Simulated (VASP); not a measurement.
An input for Ansatz (written as the equivalent of a VASP run, and not itself run):

Ansatz 0.2 input:
```yaml
crystal:
  lattice:
    - [4.2347820, 0.0000000, 0.0000000]
    - [0.0000000, 4.2347820, 0.0000000]
    - [0.0000000, 0.0000000, 4.2347820]
  atoms:
    - { symbol: Cs, position: [0.0000000, 0.0000000, 0.0000000] }
    - { symbol: Br, position: [0.5000000, 0.5000000, 0.5000000] }
kpoints:
  mp_grid: { grid: [2, 2, 2] }
hamiltonian:
  xc: lda
  pseudopotentials: { kind: paw }
scf:
  occupations: { method: gaussian, width: 0.01 }
  max_iter: 100
output: { forces: true, stress: true, eigenvalues: true }
```

**Question.** Write the VASP files for the same calculation (LDA).

**Answer.** One answer among several that fit: 
### INCAR
```
! general
SYSTEM  = CsBr
PREC    = Accurate
ENCUT   = 150
LREAL   = .FALSE.
LASPH   = .TRUE.

! electronic loop
EDIFF   = 1E-6
NELM    = 100
ALGO    = Normal
LMAXMIX = 4

! smearing
ISMEAR  = 0
SIGMA   = 0.01

! ions
ISIF    = 2

! output
LWAVE   = .FALSE.
LCHARG  = .FALSE.
```

File POSCAR:
```
CsBr
1
    4.2347820000     0.0000000000     0.0000000000
    0.0000000000     4.2347820000     0.0000000000
    0.0000000000     0.0000000000     4.2347820000
Cs Br
1 1
Direct
  0.0000000000   0.0000000000   0.0000000000
  0.5000000000   0.5000000000   0.5000000000
```

**KPOINTS**
```
Automatic mesh
0
Gamma
2 2 2
0 0 0
```

POTCAR, in this order: Cs_sv Br (LDA.64 set). Program: vasp_std.

Limits of the translation: each code has its own PAW files, so the cut-off isn't converted (ENCUT is set for VASP's; basis.ecutwfc is left out, and Ansatz then takes the one that its files recommend); Ansatz stops its SCF on the density residual and VASP on the energy change (EDIFF); Ansatz's lda is the Perdew-Wang form, while the LDA potentials of VASP carry Perdew-Zunger's.

The structure comes from a computed database's CsBr entry; how it stands against other phases isn't given here. The cell was not relaxed at this level. The k-mesh is coarse (spacing up to 0.74 per Å, 2π included), so the numbers may not be converged in it. The run is one of a series of settings (ENCUT = 150, KPOINTS 2×2×2 Γ-centred mesh against the base run), some of them coarse on purpose.
